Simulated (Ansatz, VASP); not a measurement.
# HgTe in two plane-wave programs

Aim: how closely do two programs agree when they are given the same cell, functional and k mesh? The cell is taken from a series of VASP runs on this material, whose earlier steps may have relaxed, scaled or displaced it; both programs get it as it stands.

Main program and level: Ansatz 0.2.0; plane waves, with VASP 6.6.1 beside it; zone-centre phonons at PBE.

### Step 1. The structure

The structure is cubic, space group F-43m (No. 216). The conventional cell has a = 6.656 Å, b = 6.656 Å, c = 6.656 Å, α = 90.00°, β = 90.00°, γ = 90.00°. Hg has 4 Te at 2.88 Å nearest. Te has 4 Hg at 2.88 Å nearest. Farther neighbours and most contacts between anions are not listed.

### Step 2. VASP: zone-centre phonons, PBE

Second derivatives magnify differences that forces hide, and they need a tight electronic threshold.

Lines of VASP's logs that name or quote its potential files are left out, and so is its time.

File INCAR:

```
SYSTEM = HgTe
PREC = Accurate
ENCUT = 450
EDIFF = 1E-08
NELM = 100
ISMEAR = 0
SIGMA = 0.05
LREAL = .FALSE.
ALGO = Normal
GGA = PE
NBANDS = 15
LORBIT = 11
LWAVE = .FALSE.
LCHARG = .FALSE.
KPAR = 4
IBRION = 8
ISIF = 2
```

File POSCAR:

```
HgTe
1.0
    0.0000000000      3.3277672772      3.3277672772
    3.3277672772      0.0000000000      3.3277672772
    3.3277672772      3.3277672772      0.0000000000
Hg Te
1 1
Direct
    0.0000000000      0.0000000000      0.0000000000
    0.7500000000      0.7500000000      0.7500000000
```

File KPOINTS:

```
Automatic mesh
0
Gamma
10 10 10
0 0 0
```

Potentials, in the order of the species: Hg and Te (PBE family, release 64).

Command:

```bash
mpirun -np 4 vasp_std
```

Numbers of over 12 decimals in the logs are rounded to 6 here.

What it wrote:

```text
[banner, memory and clock lines left out]
running    4 mpi-ranks, on    1 nodes
 distrk:  each k-point on    1 cores,    4 groups
 distr:  one band on    1 cores,    1 groups

 POSCAR found type information on POSCAR HgTe
 POSCAR found :  2 types and       2 ions
 LDA part: xc-table for (Slater+PW92), standard interpolation
 POSCAR, INCAR and KPOINTS ok, starting setup
 FFT: planning ... GRIDC
 FFT: planning ... GRID_SOFT
 FFT: planning ... GRID
 WAVECAR not read
 entering main loop
       N       E                     dE             d eps       ncg     rms          rms(c)
DAV:   1     0.922542991608E+02    0.92254E+02   -0.73103E+03  1426   0.909E+02
DAV:   2    -0.470714816780E+00   -0.92725E+02   -0.87635E+02  1606   0.220E+02
DAV:   3    -0.381919624583E+01   -0.33485E+01   -0.33394E+01  1732   0.437E+01
DAV:   4    -0.385212191613E+01   -0.32926E-01   -0.32924E-01  2079   0.387E+00
DAV:   5    -0.385220248131E+01   -0.80565E-04   -0.80565E-04  1830   0.183E-01    0.632E+00
DAV:   6    -0.365687451187E+01    0.19533E+00   -0.40802E-01  1501   0.838E+00    0.518E+00
DAV:   7    -0.365130367251E+01    0.55708E-02   -0.90065E-02  1536   0.206E+00    0.204E+00
DAV:   8    -0.365084359853E+01    0.46007E-03   -0.84357E-03  1606   0.107E+00    0.496E-01
DAV:   9    -0.365087199844E+01   -0.28400E-04   -0.74280E-04  1781   0.306E-01    0.938E-02
DAV:  10    -0.365090185526E+01   -0.29857E-04   -0.87410E-05  1614   0.847E-02    0.461E-02
DAV:  11    -0.365091601034E+01   -0.14155E-04   -0.25863E-05  1599   0.351E-02    0.201E-02
DAV:  12    -0.365091534085E+01    0.66949E-06   -0.32045E-06  1676   0.119E-02    0.132E-02
DAV:  13    -0.365091532502E+01    0.15827E-07   -0.24635E-07  1725   0.326E-03    0.663E-03
DAV:  14    -0.365091524480E+01    0.80221E-07   -0.24990E-07  1466   0.448E-03    0.265E-03
DAV:  15    -0.365091526121E+01   -0.16409E-07   -0.20733E-08  1858   0.113E-03    0.182E-03
DAV:  16    -0.365091530645E+01   -0.45234E-07   -0.18293E-09  1125   0.278E-04    0.303E-04
DAV:  17    -0.365091529506E+01    0.11387E-07   -0.62711E-10   796   0.156E-04    0.931E-05
DAV:  18    -0.365091529840E+01   -0.33374E-08   -0.13303E-10   747   0.727E-05
   1 F= -.36509153E+01 E0= -.36508752E+01  d E =-.802294E-04
 Linear response reoptimize wavefunctions to high precision
DAV:   1    -0.365091529875E+01   -0.35629E-09   -0.27432E-11   936   0.329E-05
DAV:   2    -0.365091529880E+01   -0.44338E-10   -0.80439E-12   768   0.133E-05
 Linear response DOF=           2
 Linear response progress:
  Degree of freedom:   1/  2
       N       E                     dE             d eps       ncg     rms          rms(c)
RMM:   1    -0.381444595970E+00   -0.38144E+00   -0.15521E-01  8416   0.273E+00
RMM:   2    -0.380279529597E+00    0.11651E-02   -0.15618E-03  7837   0.278E-01    0.105E-01
RMM:   3    -0.379797187604E+00    0.48234E-03   -0.54292E-05  8593   0.449E-02    0.633E-02
RMM:   4    -0.379282937491E+00    0.51425E-03   -0.41828E-05  8250   0.361E-02    0.113E-02
RMM:   5    -0.379258575137E+00    0.24362E-04   -0.17753E-06  8765   0.856E-03    0.162E-03
RMM:   6    -0.379268317511E+00   -0.97424E-05   -0.38145E-08  8990   0.125E-03    0.640E-04
RMM:   7    -0.379268147587E+00    0.16992E-06   -0.49241E-08  8438   0.100E-03    0.171E-04
RMM:   8    -0.379267739874E+00    0.40771E-06   -0.48281E-09  9027   0.219E-04    0.570E-05
RMM:   9    -0.379268316065E+00   -0.57619E-06   -0.36791E-09  8263   0.160E-04    0.105E-05
RMM:  10    -0.379268322541E+00   -0.64753E-08   -0.10354E-09  9247   0.211E-05    0.554E-06
 first order change of Fermi-energy  -0.95279E-04
 force on displaced ion       1 direction 1 :  -2.700  -0.000  -0.000
 Linear response progress:
  Degree of freedom:   2/  2
       N       E                     dE             d eps       ncg     rms          rms(c)
RMM:   1    -0.475844676162E-01   -0.47584E-01    0.63100E-02 12535   0.982E-01
RMM:   2    -0.481750425224E-01   -0.59057E-03   -0.16434E-03  7976   0.255E-01    0.109E-01
RMM:   3    -0.482338463813E-01   -0.58804E-04   -0.10458E-04  8275   0.601E-02    0.677E-02
RMM:   4    -0.483670204292E-01   -0.13317E-03   -0.30778E-05  8280   0.352E-02    0.865E-03
RMM:   5    -0.483850350953E-01   -0.18015E-04   -0.13148E-06  8493   0.658E-03    0.445E-03
RMM:   6    -0.483924649445E-01   -0.74298E-05   -0.10368E-07  8293   0.266E-03    0.123E-03
RMM:   7    -0.483916465466E-01    0.81840E-06    0.33153E-08  8436   0.765E-04    0.474E-04
RMM:   8    -0.483926412417E-01   -0.99470E-06   -0.46750E-09  8413   0.388E-04    0.743E-05
RMM:   9    -0.483928711990E-01   -0.22996E-06   -0.71252E-09  7577   0.147E-04    0.330E-05
RMM:  10    -0.483929390670E-01   -0.67868E-07   -0.75446E-10  8686   0.487E-05    0.104E-05
RMM:  11    -0.483929550420E-01   -0.15975E-07   -0.29522E-09  8811   0.161E-05    0.196E-06
RMM:  12    -0.483929536663E-01    0.13756E-08    0.30143E-09  8032   0.489E-06    0.115E-06
 first order change of Fermi-energy   0.32660E-03
 force on displaced ion       2 direction 1 :  -2.700   0.000   0.000
 Linear response finished
```

Parts of OUTCAR (step 2):

```text
ion  position               nearest neighbor table
   1  0.000  0.000  0.000-   2 2.88   2 2.88   2 2.88   2 2.88
   2  0.750  0.750  0.750-   1 2.88   1 2.88   1 2.88   1 2.88

  LATTYP: Found a face centered cubic cell.
 ALAT       =     6.6555345544

 Subroutine GETGRP returns: Found 24 space group operations
 (whereof 24 operations were pure point group operations)

The static configuration has the point symmetry T_d .

 Found     47 irreducible k-points:

   k-points           NKPTS =     47   k-points in BZ     NKDIM =     47   number of bands    NBANDS=     15

   dimension x,y,z NGX =    36 NGY =   36 NGZ =   36
   dimension x,y,z NGXF=    72 NGYF=   72 NGZF=   72

   ENCUT  =  450.0 eV  33.07 Ry    5.75 a.u.   8.14  8.14  8.14*2*pi/ulx,y,z

   NELECT =      18.0000    total number of electrons

 k-points in reciprocal lattice and weights: Automatic mesh
   0.00000000  0.00000000  0.00000000       0.001
   0.10000000  0.00000000  0.00000000       0.008
   0.20000000  0.00000000  0.00000000       0.008
   0.30000000  0.00000000  0.00000000       0.008
   0.40000000  0.00000000  0.00000000       0.008
   0.50000000  0.00000000  0.00000000       0.004
   0.10000000  0.10000000  0.00000000       0.006
   0.20000000  0.10000000  0.00000000       0.024
   0.30000000  0.10000000  0.00000000       0.024
[...]
-0.30000000  0.40000000  0.20000000       0.024
  -0.30000000  0.50000000  0.20000000       0.012

 average (electrostatic) potential at core
       1 -40.9210       2 -91.9951

  Total        0.0028501      0.0028501      0.0028501     -0.0000000      0.0000000     -0.0000000
  in kB        0.0619556      0.0619556      0.0619556     -0.0000000      0.0000000     -0.0000000
  external PRESSURE =       0.0619556 kB  Pullay stress =       0.0000000 kB

  energy-cutoff  :      450.00
  volume of cell :       73.70
      direct lattice vectors                 reciprocal lattice vectors
     0.000000000  3.327767277  3.327767277    -0.150250891  0.150250891  0.150250891
     3.327767277  0.000000000  3.327767277     0.150250891 -0.150250891  0.150250891
     3.327767277  3.327767277  0.000000000     0.150250891  0.150250891 -0.150250891

 POSITION                                       TOTAL-FORCE (eV/Angst)
 -----------------------------------------------------------------------------------
      0.00000      0.00000      0.00000         0.000000      0.000000      0.000000
      4.99165      4.99165      4.99165        -0.000000     -0.000000     -0.000000
 -----------------------------------------------------------------------------------
    total drift:                                0.000000      0.000000      0.000000

 Eigenvectors and eigenvalues of the dynamical matrix
 ----------------------------------------------------

   1 f  =    2.908794 THz    18.276494 2PiTHz   97.026935 cm-1    12.029801 meV
             X         Y         Z           dx          dy          dz
      0.000000  0.000000  0.000000    -0.623585    0.000000    0.000000
      4.991651  4.991651  4.991651     0.781756   -0.000000    0.000000

   2 f  =    2.908794 THz    18.276494 2PiTHz   97.026935 cm-1    12.029801 meV
             X         Y         Z           dx          dy          dz
      0.000000  0.000000  0.000000     0.000000    0.623585   -0.000000
      4.991651  4.991651  4.991651    -0.000000   -0.781756    0.000000

   3 f  =    2.908794 THz    18.276494 2PiTHz   97.026935 cm-1    12.029801 meV
             X         Y         Z           dx          dy          dz
      0.000000  0.000000  0.000000     0.000000    0.000000   -0.623585
      4.991651  4.991651  4.991651     0.000000    0.000000    0.781756

   4 f/i=    0.000176 THz     0.001105 2PiTHz    0.005867 cm-1     0.000727 meV
             X         Y         Z           dx          dy          dz
      0.000000  0.000000  0.000000    -0.029311   -0.570029    0.534181
      4.991651  4.991651  4.991651    -0.023380   -0.454697    0.426102

   5 f/i=    0.000176 THz     0.001105 2PiTHz    0.005867 cm-1     0.000727 meV
             X         Y         Z           dx          dy          dz
      0.000000  0.000000  0.000000     0.730914    0.168689    0.220114
      4.991651  4.991651  4.991651     0.583030    0.134558    0.175579

   6 f/i=    0.000176 THz     0.001105 2PiTHz    0.005867 cm-1     0.000727 meV
             X         Y         Z           dx          dy          dz
      0.000000  0.000000  0.000000     0.275766   -0.507694   -0.526633
      4.991651  4.991651  4.991651     0.219971   -0.404973   -0.420080

 ELASTIC MODULI CONTR FROM IONIC RELAXATION (kBar)
 Direction    XX          YY          ZZ          XY          YZ          ZX
 --------------------------------------------------------------------------------
 XX          -0.0000      0.0000      0.0000      0.0000     -0.0000     -0.0000
 YY           0.0000     -0.0000     -0.0000      0.0000      0.0000     -0.0000
 ZZ           0.0000     -0.0000     -0.0000     -0.0000      0.0000     -0.0000
 XY           0.0000      0.0000     -0.0000    -90.6167      0.0000      0.0000
 YZ          -0.0000      0.0000      0.0000      0.0000    -90.6167      0.0000
 ZX          -0.0000     -0.0000     -0.0000      0.0000      0.0000    -90.6167
 --------------------------------------------------------------------------------
```

### Step 3. Ansatz: zone-centre phonons, PBE

Ansatz runs on its default PAW (the set named soft_2) files.

The same cell, functional, mesh and smearing now go to Ansatz, which takes its cutoff from its data sets.

File input.yaml:

```yaml
crystal:
  lattice:
    - [0.0, 3.3277672772, 3.3277672772]
    - [3.3277672772, 0.0, 3.3277672772]
    - [3.3277672772, 3.3277672772, 0.0]
  atoms:
    - { symbol: Hg, position: [0.0, 0.0, 0.0] }
    - { symbol: Te, position: [0.75, 0.75, 0.75] }
hamiltonian:
  xc: pbe
  pseudopotentials: { kind: paw }
kpoints:
  mp_grid: { grid: [10, 10, 10] }
scf:
  occupations: { method: gaussian, width: 0.05 }
phonons:
  method: dfpt
  qpoints: [[0, 0, 0]]
```

Command:

```bash
ansatz run input.yaml --threads 4 --pin off --max-ram 9216MiB --backend cpu --events-out ev --progress --plain --runs-dir out
```

What it wrote:

```text
zone centre: on kpoints.mp_grid the ground state, and the responses unless they are solved on pairs of k-points, stand on 102 of the mesh's 1000 k-points, reduced under 8 symmetry operations, with k and −k counted as one. Each operation leaves every solved displacement unchanged or reverses it
Engine: ansatz 0.2.0, aarch64-unknown-linux-gnu
Pseudopotentials: kind: paw
Pseudopotential: Hg, paw, valence charge 20, recommended cutoff 420 eV (normal), Hg.paw.azcp
Pseudopotential: Te, paw, valence charge 16, recommended cutoff 420 eV (normal), Te.paw.azcp
Functional definition: PBE
  parameter kappa = 0.804
  parameter beta = 0.066725
  exchange = pbe_x(kappa = kappa, mu = beta*pi^2/3)
  correlation = pbe_c(beta = beta)
Crystal: 2 atoms, lattice volume = 73.704 Å³
Basis set: ecut = 420 eV, 1459 PW (Γ), exchange–correlation on 64×64×64 points (8 copies of the dense FFT grid, shifted against one another)
Bands: 22, of which v1, the nominal top of the filled ones, is band 18 counted from 1 (17 counted from 0)
Symmetry: 24 space group operations
k-points: 102 of 1000 (irreducible under 8 space group operations, time reversal used)
Non-local potential: Hg, projectors of the file, l = 0: 3, l = 1: 2, l = 2: 2, l = 3: 1
Non-local potential: Te, projectors of the file, l = 0: 2, l = 1: 2, l = 2: 2, l = 3: 2
PAW form: soft (Blöchl's): semilocal exchange-correlation on the pseudo side does not see the compensation charge
PAW one-centre angular grid: Hg, 590 points (default); XC on 64 Gauss nodes
PAW one-centre angular grid: Te, 590 points (default); XC on 64 Gauss nodes
Initial density: superposition of atomic densities (neutral atoms: chi_scale 0, normalization atom), corrected by the library's trained network
Initial wavefunctions: pseudopotential atomic-orbital guess
Functional: x = pbe(κ = 0.804, μ = 0.219515), c = pbe(β = 0.066725)
SCF iter   1: F=—  HF=-20793.749061 eV  |F-HF|=—  |Δ(HF+E_count)|=         —  Δρ=1.20e-3  dr2=2.47e-3  ethr=1.77e-3  ⟨swp⟩=6.1  Hψ=10653  notcnv=0
preconditioner: auto → none  [insulator: Δε(μ)=0.436 eV  Ē_g=10.216 eV  σ=0.050 eV  W_gap=0.67  n_scr=14 (ndim 8)  ℏωp=18.4 eV  f_vac=0.207  D(μ)=0.06/eV (n_scr^D=0)  ε∞_Penn≈4.2]
SCF iter   2: F=—  HF=-20793.749003 eV  |F-HF|=—  |Δ(HF+E_count)|=   5.78e-5  Δρ=5.44e-4  dr2=2.62e-4  ethr=6.87e-6  ⟨swp⟩=2.4  Hψ=4445  notcnv=0
SCF iter   3: F=—  HF=-20793.749110 eV  |F-HF|=—  |Δ(HF+E_count)|=   1.07e-4  Δρ=2.06e-4  dr2=2.95e-5  ethr=7.27e-7  ⟨swp⟩=2.0  Hψ=3061  notcnv=0
SCF iter   4: F=—  HF=-20793.749204 eV  |F-HF|=—  |Δ(HF+E_count)|=   9.38e-5  Δρ=7.75e-5  dr2=4.65e-6  ethr=8.19e-8  ⟨swp⟩=2.0  Hψ=3155  notcnv=0
SCF iter   5: F=—  HF=-20793.749228 eV  |F-HF|=—  |Δ(HF+E_count)|=   2.38e-5  Δρ=1.54e-5  dr2=1.54e-7  ethr=1.29e-8  ⟨swp⟩=2.0  Hψ=3166  notcnv=0
SCF iter   6: F=—  HF=-20793.749230 eV  |F-HF|=—  |Δ(HF+E_count)|=   2.26e-6  Δρ=2.16e-6  dr2=4.39e-9  ethr=4.27e-10  ⟨swp⟩=2.5  Hψ=3209  notcnv=0
SCF iter   7: F=—  HF=-20793.749230 eV  |F-HF|=—  |Δ(HF+E_count)|=   3.18e-8  Δρ=4.32e-7  dr2=1.36e-10  ethr=1.22e-11  ⟨swp⟩=2.9  Hψ=4233  notcnv=0
SCF iter   8: F=-20793.749230 eV  HF=-20793.749230 eV  |F-HF|=3.64e-12  |Δ(HF+E_count)|=  4.91e-10  Δρ=7.14e-8  dr2=2.42e-12  ethr=1.00e-12  ⟨swp⟩=7.0  Hψ=10474  notcnv=0
SCF 1 converged in 8 iterations: F = -20793.749230 eV  dr2 = 2.42e-12
  greatest PAW one-centre occupation: 1.000 electrons in one spin orbital (limit 2), on the Hg atom at site 0 (counted from 0), in its partial waves of l = 0
DFPT response loops at Γ: preconditioner auto → none (partly filled bands, converged f_vac=0.205); β = 0.50; Broyden in place of MSR1
SCF converged after 8 iterations
Free energy (F): -20793.749230 eV
Harris-Foulkes:  -20793.749230 eV  (|F-HF|=3.64e-12)
Internal energy: -20793.749150 eV  (E = F + TS)
E sigma→0 (E₀):  -20793.749190 eV
Entropy (-TS):   -0.000080 eV (-0.040 meV/atom)
Fermi energy:    7.400146 eV
--- Per-component energies (eV) ---
  E_band       = -807.909106
  E_kinetic    = 782.717764
  E_local      = -4992.037126  (includes V_loc(G=0)·N_el)
  E_nonlocal   = -237.671218
  E_hartree    = 2412.677237
  E_xc         = -343.838188
  E_vxc        = -365.231504  (∫ρ·V_xc dr)
  E_paw        = -14606.750663  (= ΣΔE_a)
  E_vpaw       = -821.042282  (= ΣTr[D̂ρ^β])
  E_aug_tail   = 0.000728  (compensation charges beyond the density's cutoff)
  E_ewald      = -3808.847685
  E_smearing   = -0.000080  (= −TS)
  E_closure    = -0.000000  (closes the sum)
  Σ components = -20793.749230   (vs F -20793.749230, Δ=0.00e0)
--- Band table (eV; the first three rows and the last of 102) ---
  k-point 0: bands = [... 14 lower, 0.9365, 6.4653, 7.3844, 7.3844, 7.3844, 11.7750, 11.7750, 11.7750]
  k-point 1: bands = [... 14 lower, 0.9355, 5.7962, 7.2901, 7.2901, 7.8270, 11.6546, 11.9100, 11.9100]
  k-point 2: bands = [... 14 lower, 0.9348, 4.7481, 7.0636, 7.0636, 8.1698, 11.8840, 12.2048, 12.2048]
  k-point 101: bands = [... 14 lower, 1.4089, 2.3818, 5.1859, 5.2239, 10.1653, 11.5903, 13.2068, 13.8218]
--- Phonons (Γ-DFPT): 2 representative perturbations + reference, on 102 of 1000 k-points (Σ response iterations 6) ---
  k mesh reduced under 8 symmetry operations, with k and −k counted as one. Each operation leaves every solved displacement unchanged or reverses it
  ASR residual: 3.946e-5 → 0.000e0 eV/Å²; symmetrization residual: 8.342e-5 eV/Å²
  ASR residual per site (eV/Å²): 3.95e-5 3.30e-5
  Γ frequencies (cm⁻¹): 0.00 0.00 0.00 95.81 95.81 95.81
  non-analytic LO–TO correction: not included (Born effective charges unavailable; polar crystals: no LO–TO splitting at Γ)
--- Phonons (arbitrary-q DFPT): 1 explicit q-point ---
  q = [0, 0, 0] (of the zone-centre solve; hermiticity 6.34e-5, symmetrization 9.29e-13): 0.00 0.00 0.00 95.81 95.81 95.81
  sum rule: each row above includes the acoustic sum rule's correction from the zone centre's row sums; it moved no ω² by more than (0.27 cm⁻¹)²
```

Run time: 12 s. Hardware: 4 threads of Arm Neoverse V2, shared host; peak memory 0.71 GiB.

### Step 4. Differences

Known differences besides the potentials themselves: the data sets hold 36 valence electrons in Ansatz (default PAW (the set named soft_2) files) and 18 in VASP; the cutoff is 420 eV in Ansatz and 450 eV in VASP; VASP leaves aspherical gradient terms in its spheres out (LASPH is not set), Ansatz keeps them. Total energies have different zeros and are not compared.

Compared:

```
                  quantity  Ansatz  VASP  difference
optical mode 1 to 3 (cm⁻¹)    95.8  97.0     -1.25 %
```

Modes are paired by rising frequency and degeneracy, not by their patterns, so a pair may still set unlike modes beside each other.

### Step 5. Summary of results

| Property | Result |
| --- | --- |
| r.m.s. difference of the optical zone-centre modes, each program's sorted by frequency (zone-centre phonons, PBE) | 1.2 cm⁻¹ |
| difference in optical mode 1 to 3 (zone-centre phonons, PBE) | -1.3 % |

The r.m.s. difference of the optical zone-centre modes, each program's sorted by frequency is 1.2 cm⁻¹ (zone-centre phonons, PBE). Among the rows given in per cent, the largest difference of the zone-centre phonons, PBE pair is in optical mode 1 to 3, -1.3 %. How closely two codes agree says nothing of how well the functional describes the real material.

[Lines on the potential files, build, host, timing and source positions are cut from VASP's logs without a mark.]

[Logs are printed without paths, hosts, clocks, repeated set-up lines and the standing remarks that a program may print on its own settings, such as how far it seeks lower states.]

[Hosts, paths, dates, database ids (printed as entryN), source tags and the programs' standing remarks are cut or masked in the printed files.]
